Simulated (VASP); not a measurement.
Output of a VASP run:

### OSZICAR
```
       N       E                     dE             d eps       ncg     rms          rms(c)
DAV:   1     0.729381681981E+02    0.72938E+02   -0.56539E+03   442   0.896E+02
DAV:   2    -0.435481537458E+01   -0.77293E+02   -0.74424E+02   620   0.144E+02
DAV:   3    -0.935185584583E+01   -0.49970E+01   -0.49622E+01   537   0.425E+01
DAV:   4    -0.944076207275E+01   -0.88906E-01   -0.88853E-01   561   0.697E+00
DAV:   5    -0.944247193374E+01   -0.17099E-02   -0.17099E-02   545   0.926E-01    0.109E+01
DAV:   6    -0.942325205672E+01    0.19220E-01   -0.22581E-02   472   0.101E+00    0.701E+00
DAV:   7    -0.942029519493E+01    0.29569E-02   -0.48934E-02   457   0.152E+00    0.345E-01
DAV:   8    -0.941938494986E+01    0.91025E-03   -0.90802E-03   442   0.603E-01    0.143E-01
DAV:   9    -0.941943113153E+01   -0.46182E-04   -0.25900E-04   578   0.123E-01    0.982E-02
DAV:  10    -0.941946929971E+01   -0.38168E-04   -0.58437E-05   442   0.551E-02    0.152E-02
DAV:  11    -0.941946562958E+01    0.36701E-05   -0.13966E-05   256   0.259E-02
   1 F= -.94194656E+01 E0= -.94194656E+01  d E =-.446754E-11
```

**OUTCAR**
```
------------------------ aborting loop because EDIFF is reached ----------------------------------------
  FORCE on cell =-STRESS in cart. coord.  units (eV):
  Direction    XX          YY          ZZ          XY          YZ          ZX
  --------------------------------------------------------------------------------------
  Total       -0.3560123     -0.3560121     -0.8241308      0.0000000      0.0000000      0.0000000
  in kB       -5.2616269     -5.2616249    -12.1801107      0.0000000      0.0000000      0.0000000
  external PRESSURE =      -7.5677875 kB  Pullay stress =       0.0000000 kB
  volume of cell :      108.41
      direct lattice vectors                 reciprocal lattice vectors
     2.274600000 -3.939722000  0.000000000     0.219818869 -0.126912508  0.000000000
     2.274600000  3.939722000  0.000000000     0.219818869  0.126912508  0.000000000
     0.000000000  0.000000000  6.048600000     0.000000000  0.000000000  0.165327514
 POSITION                                       TOTAL-FORCE (eV/Angst)
 -----------------------------------------------------------------------------------
      0.59822      1.03615      4.03240        -0.013822     -0.023940     -0.000000
      3.35276      0.00000      0.00000         0.027644      0.000000     -0.000000
      0.59822     -1.03615      2.01620        -0.013822      0.023940      0.000000
 -----------------------------------------------------------------------------------
    total drift:                               -0.000164     -0.000392      0.000013
  FREE ENERGIE OF THE ION-ELECTRON SYSTEM (eV)
  ---------------------------------------------------
  free  energy   TOTEN  =        -9.4194656296 eV

  energy  without entropy=       -9.4194656296  energy(sigma->0) =       -9.41946563
```
(Selected blocks of OUTCAR.)

**POSCAR**
```
Te
1
    2.2746000000    -3.9397220000     0.0000000000
    2.2746000000     3.9397220000     0.0000000000
    0.0000000000     0.0000000000     6.0486000000
Te
3
Direct
  0.0000000000   0.2630000000   0.6666670000
  0.7370000000   0.7370000000   0.0000000000
  0.2630000000   0.0000000000   0.3333330000
```

Question: Reconstruct the remaining input files.

Answer: Several could match; the one computed here: the input of the run itself, PBE GGA, plane waves, VASP's PBE PAW potentials (set 64).

**INCAR**
```
! general
SYSTEM   =  Te
PREC     =  Accurate
ENCUT    =  400   ! plane-wave cut-off (eV)
LREAL    =  .False.   ! projection in real space or not
LASPH    =  .True.   ! aspherical one-centre terms

! electronic loop
EDIFF    =  1E-5
NELM     =  100   ! most electronic steps
ALGO     =  Normal   ! blocked Davidson
LMAXMIX  =  4

! smearing
ISMEAR   =  0   ! Gaussian
SIGMA    =  0.05   ! width (eV)

! functional
GGA      =  PE   ! PBE

! ions
ISIF     =  2   ! forces and stress, cell fixed

! output
LWAVE    =  .False.
LCHARG   =  .False.
```

KPOINTS:
```
Automatic mesh
0
Gamma
5 5 4
0 0 0
```

POTCAR, in this order: Te (PBE.64 set). Program: vasp_std.

The compound is Te in the trig structure. The cell was not relaxed at this level. The run is one of a series of settings (EDIFF = 1E-5 against the base run), some of them coarse on purpose.
